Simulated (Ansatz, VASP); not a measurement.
**Two plane-wave programs on NiPdO2**

File INCAR:

```
SYSTEM = NiPdO2
PREC     = Accurate       ! precision mode
ENCUT    = 520            ! plane-wave cutoff, eV
EDIFF    = 1E-6           ! SCF threshold, eV
ISMEAR   = 0              ! smearing method
SIGMA    = 0.05           ! smearing width, eV
LREAL    = .FALSE.        ! projectors in reciprocal space
LASPH    = .TRUE.         ! aspherical terms in the spheres
NELM     = 150            ! most SCF steps
ALGO     = Normal         ! electronic algorithm
ISIF     = 2              ! what is computed and relaxed
LWAVE    = .FALSE.        ! write WAVECAR
LCHARG   = .FALSE.        ! write CHGCAR
ISPIN    = 2              ! spin polarisation
MAGMOM   = 0 1 0 0        ! initial moments
LORBIT   = 11             ! projections on sites
LMAXMIX  = 4              ! l up to which the mixer works
LDAU     = .TRUE.         ! DFT+U
LDAUTYPE = 2            
LDAUL    = 2 2 -1         ! shell
LDAUU    = 8 8 0          ! U, eV
LDAUJ    = 0 0 0        
LDAUPRINT= 1            
GGA      = PS             ! functional
```

Contents of KPOINTS:

```
regular mesh
0
G
  7 7 7
  0 0 0
```

File POSCAR:

```
NiPdO2
1.0
    1.6359725900      0.9445292100      6.1767413800
   -1.6359725900      0.9445292100      6.1767413800
    0.0000000000     -1.8890584300      6.1767413800
Pd Ni O
1 1 2
Direct
    0.0000000000      0.0000000000      0.0000000000
    0.5000000000      0.5000000000      0.5000000000
    0.1066000000      0.1066000000      0.1066000000
    0.8934000000      0.8934000000      0.8934000000
```

Contents of input.yaml:

```yaml
crystal:
  lattice:
    - [1.63597259, 0.94452921, 6.17674138]
    - [-1.63597259, 0.94452921, 6.17674138]
    - [0.0, -1.88905843, 6.17674138]
  atoms:
    - { symbol: Pd, position: [0.0, 0.0, 0.0] }
    - { symbol: Ni, position: [0.5, 0.5, 0.5], spin: 1.0 }
    - { symbol: O, position: [0.1066, 0.1066, 0.1066] }
    - { symbol: O, position: [0.8934, 0.8934, 0.8934] }
hamiltonian:
  xc: pbesol
  pseudopotentials: { kind: paw }
  hubbard:
    sites:
      - { species: Ni, l: d, u_eff: 8.0 }
      - { species: Pd, l: d, u_eff: 8.0 }
magnetization:
  spin_polarized: true
kpoints:
  mp_grid: { grid: [7, 7, 7] }
scf:
  occupations: { method: gaussian, width: 0.05 }
output:
  forces: true
  stress: true
  eigenvalues: true
```

The cell was built by a generator and needn't be a form met in nature.

Alike in both runs: task single point; functional PBEsol; k mesh 7 × 7 × 7; occupations gaussian, width 0.05 eV; collinear spin, ferromagnetic start; Hubbard terms Ni d U = 8 eV, Pd d U = 8 eV.

```csv
,VASP,Ansatz
version,VASP 6.6.1,Ansatz 0.2.0
potentials or method,"VASP PAW PBE potentials, release 64 (Pd, Ni, O)",Ansatz PAW
plane-wave cutoff (eV),520,420
valence electrons in the cell,32,48
```

VASP gave:

* gap on the k mesh at the Fermi level (eV): none
* pressure (GPa): -22.5
* largest component of the traceless stress (GPa): 4.70
* rms of the force components (eV/Å): 0.114
* net moment per atom (μB): 0.37
* size of the moment on the site where the two differ most (μB): 0.25

**Question.** What did Ansatz give for the same quantities?

**Answer.** gap on the k mesh at the Fermi level (eV): none; pressure (GPa): -19.2; largest component of the traceless stress (GPa): 2.71; rms of the force components (eV/Å): 0.442; net moment per atom (μB): 0.32; size of the moment on the site where the two differ most (μB): 0.01.

Site moments also hang on the region over which each program counts them. The programs project onto different local orbitals, so the same U acts differently. Atom by atom the forces differ by 0.328 eV/Å (rms over components). A gap of «none» marks a metal or a gap that the smearing closes. The two sets of potentials don't hold the same shells in valence.

Caveats: a cell with one magnetic atom can't hold antiferromagnetic order, which such compounds often take; the PAW data sets were made with another functional, which shifts forces and pressure a little (VASP); the magnetic or orbital state may not be the lowest (Ansatz); the pressure holds a Pulay correction of +0.5 GPa for the finite cutoff (Ansatz); the PAW data sets come from PBE, with cores solved anew for the run's functional, which leaves a small shift of forces and pressure (Ansatz); forces of over 1 eV/Å show positions far from the minimum, so gaps and moduli don't describe the material at rest (Ansatz). The state reached can hang on the start; a lower one may exist.
